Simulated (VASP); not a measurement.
Input:

```yaml
crystal:
  lattice:
    - [0.00000, 3.01616, 3.01616]
    - [3.01616, 0.00000, 3.01616]
    - [3.01616, 3.01616, 0.00000]
  atoms:
    - { symbol: In, position: [0.00000, 0.00000, 0.00000] }
    - { symbol: As, position: [0.25000, 0.25000, 0.25000] }
```

Calculation: LDA (Ceperley-Alder, Perdew-Zunger), VASP's LDA PAW potentials (set 64) (plane waves; VASP). Run with 520 eV cut-off, Gaussian smearing of 0.050 eV, potentials In_d As.

Question: Give the energies of bands 7 to 12 at the high-symmetry points, in eV from the Fermi level.

Answer: 
```tsv
band	Γ	X	U	L	W
7	-0.36	-5.95	-5.81	-5.88	-5.81
8	0.00	-2.37	-3.35	-1.01	-3.02
9	0.00	-2.37	-1.99	-1.01	-2.94
10	0.00	1.41	1.99	0.82	4.16
11	3.83	1.96	4.20	4.61	4.21
12	3.83	9.05	7.20	4.61	4.89
```

It has no gap at this level: it comes out as a metal or semimetal.

The compound is InAs in the zinc blende structure. It was relaxed first.
